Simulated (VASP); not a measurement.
Crystal: Mg3CdSe2O2.

```
Mg Cd Se O
1.0
     4.79722    0.00000    0.00000
    -2.39861    4.15451    0.00000
     0.00000    0.00000    8.05339
Mg Cd Se O
3 1 2 2
Direct
  0.20577 0.79423 0.00000
  0.20577 0.41154 0.00000
  0.58846 0.79423 0.00000
  0.66667 0.33333 0.00000
  0.00000 0.00000 0.00000
  0.00000 0.00000 0.50000
  0.33333 0.66667 0.20399
  0.33333 0.66667 0.79601
```

The cell was built by a generator and needn't be a form met in nature.

```yaml
Program: VASP 6.6.1
Task: relaxation of cell and atoms
Functional: PBE
Potentials_or_basis: VASP PAW PBE potentials, release 64 (Mg, Cd, Se, O)
Cutoff: 520 eV
k_mesh: 4 × 4 × 2
Occupations: gaussian, width 0.15 eV
Spin: no spin polarisation
```

At the start: pressure 68.2 GPa; volume 20.06 Å³/atom.

Question: Where does the relaxation end?

Answer: Over 21 steps the energy falls by 3975.3 meV/atom and the volume is 27.25 Å³/atom (+35.8 %); space group P-6m2 (No. 187, to 0.05 Å).

Step by step:
| step | energy change (eV) | largest force (eV/Å) | pressure (GPa) | volume (Å³) |
| --- | --- | --- | --- | --- |
| 1 | 0.0000 | 9.1040 | 68.16 | 160.51 |
| 2 | -7.8090 | 22.4567 | -3.77 | 408.08 |
| 3 | -18.3073 | 21.4599 | 10.14 | 257.42 |
| 4 | -5.1736 | 2.7268 | -21.11 | 475.93 |
| 5 | -28.0649 | 3.1445 | -9.29 | 333.71 |
| 6 | -29.1507 | 3.2732 | -7.12 | 316.55 |
| 7 | -29.5220 | 3.2710 | -4.64 | 299.94 |
| 8 | -30.8304 | 0.8155 | 0.03 | 266.07 |
| 9 | -30.8438 | 0.8393 | 0.62 | 262.95 |
| 10 | -31.0220 | 0.5201 | -0.78 | 262.80 |
| 11 | -31.0401 | 0.7798 | -1.38 | 262.68 |
| 12 | -31.2176 | 0.7741 | -1.17 | 255.03 |
| 13 | -31.4991 | 2.1634 | -0.41 | 231.38 |
| 14 | -31.5825 | 1.8496 | -0.01 | 227.11 |
| 15 | -31.6244 | 1.6227 | -0.26 | 223.94 |
| 16 | -31.6489 | 1.2108 | 0.18 | 217.61 |
| 17 | -31.7275 | 0.7544 | -0.15 | 218.09 |
| 18 | -31.7829 | 0.5239 | -0.62 | 219.28 |
| 19 | -31.7900 | 0.4894 | -0.33 | 218.99 |
| 20 | -31.8003 | 0.2013 | -0.21 | 218.42 |
| 21 | -31.8025 | 0.0304 | 0.07 | 218.02 |

Final structure:
```yaml
crystal:
  lattice:
    - [6.61388, 0.00000, 0.00000]
    - [-3.30694, 5.72779, 0.00000]
    - [0.00000, 0.00000, 5.75503]
  atoms:
    - { symbol: Mg, position: [0.20501, 0.79499, 0.00000] }
    - { symbol: Mg, position: [0.20501, 0.41002, 0.00000] }
    - { symbol: Mg, position: [0.58998, 0.79499, 0.00000] }
    - { symbol: Cd, position: [0.66667, 0.33333, 0.00000] }
    - { symbol: Se, position: [0.00000, 0.00000, 0.00000] }
    - { symbol: Se, position: [0.00000, 0.00000, 0.50000] }
    - { symbol: O, position: [0.33333, 0.66667, 0.22053] }
    - { symbol: O, position: [0.33333, 0.66667, 0.77947] }
```

Caveat: the k mesh is coarse (spacing up to 0.39 Å⁻¹), so the values aren't converged; the volume moved by over 15 % at a fixed basis, so the end points are rough.
